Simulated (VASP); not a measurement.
Output of a VASP run:

File OSZICAR:
```
       N       E                     dE             d eps       ncg     rms          rms(c)
DAV:   1     0.101785968042E+03    0.10179E+03   -0.89109E+03   942   0.124E+03
DAV:   2    -0.129773559367E+01   -0.10308E+03   -0.97062E+02  1110   0.262E+02
DAV:   3    -0.475725395748E+01   -0.34595E+01   -0.34522E+01  1035   0.522E+01
DAV:   4    -0.478099951297E+01   -0.23746E-01   -0.23741E-01  1080   0.488E+00
DAV:   5    -0.478128543852E+01   -0.28593E-03   -0.28592E-03  1070   0.524E-01    0.142E+01
DAV:   6    -0.460369316558E+01    0.17759E+00   -0.34782E-01   985   0.883E+00    0.898E+00
DAV:   7    -0.459569526157E+01    0.79979E-02   -0.12994E-01   940   0.296E+00    0.258E+00
DAV:   8    -0.459385201253E+01    0.18432E-02   -0.49295E-03   990   0.898E-01    0.364E-01
DAV:   9    -0.459371085197E+01    0.14116E-03   -0.16513E-03  1005   0.383E-01    0.535E-02
DAV:  10    -0.459373038770E+01   -0.19536E-04   -0.17787E-05  1043   0.531E-02    0.178E-02
DAV:  11    -0.459373787114E+01   -0.74834E-05   -0.55624E-06   975   0.234E-02    0.588E-03
DAV:  12    -0.459373849376E+01   -0.62261E-06   -0.78400E-07   725   0.737E-03
   1 F= 0.14413859E+01 E0= 0.14413859E+01  d E =0.144139E+01
```

File OUTCAR:
```
------------------------ aborting loop because EDIFF is reached ----------------------------------------
  FORCE on cell =-STRESS in cart. coord.  units (eV):
  Direction    XX          YY          ZZ          XY          YZ          ZX
  --------------------------------------------------------------------------------------
  Total        6.0362462      6.0362462      6.0362462      0.0000000      0.0000000      0.0000000
  in kB      300.0557634    300.0557634    300.0557634      0.0000000      0.0000000      0.0000000
  external PRESSURE =       0.0557634 kB  Pullay stress =     300.0000000 kB
  volume of cell :       32.23
      direct lattice vectors                 reciprocal lattice vectors
     0.000000000  2.525894377  2.525894377    -0.197949686  0.197949686  0.197949686
     2.525894377  0.000000000  2.525894377     0.197949686 -0.197949686  0.197949686
     2.525894377  2.525894377  0.000000000     0.197949686  0.197949686 -0.197949686
  FREE ENERGIE OF THE ION-ELECTRON SYSTEM (eV)
  ---------------------------------------------------
  free  energy   TOTEN  =        -4.5937384938 eV

  energy  without entropy=       -4.5937384938  energy(sigma->0) =       -4.59373849
  enthalpy is  TOTEN    =         1.4413859037 eV   P V=        6.0351243974

 reached required accuracy - stopping structural energy minimisation
```
(Selected blocks of OUTCAR.)

### POSCAR
```
AgCl
1
    0.0000000000     2.5258943770     2.5258943770
    2.5258943770    -0.0000000000     2.5258943770
    2.5258943770     2.5258943770     0.0000000000
Ag Cl
1 1
Direct
  0.0000000000   0.0000000000   0.0000000000
  0.5000000000   0.5000000000   0.5000000000
```

Q: Reconstruct the remaining input files.

A: This is not unique; one that fits is the input of the run itself, PBE GGA, plane waves, VASP's PBE PAW potentials (set 64).

INCAR:
```
SYSTEM  =  AgCl
PREC  =  Accurate; ENCUT  =  500; LREAL  =  .FALSE.
LASPH  =  .TRUE.
EDIFF  =  1E-6; NELM  =  100; ALGO  =  Normal
LMAXMIX  =  4
ISMEAR  =  0; SIGMA  =  0.05
GGA  =  PE
IBRION  =  2; NSW  =  40; ISIF  =  3
EDIFFG  =  -0.02; PSTRESS  =  300
LWAVE  =  .FALSE.; LCHARG  =  .FALSE.
```

KPOINTS:
```
Automatic
0
G
  9 9 9
0 0 0
```

POTCAR, in this order: Ag Cl (PBE.64 set). Program: vasp_std.

The compound is AgCl in the rock salt structure. It was relaxed first under an external pressure of 30 GPa.
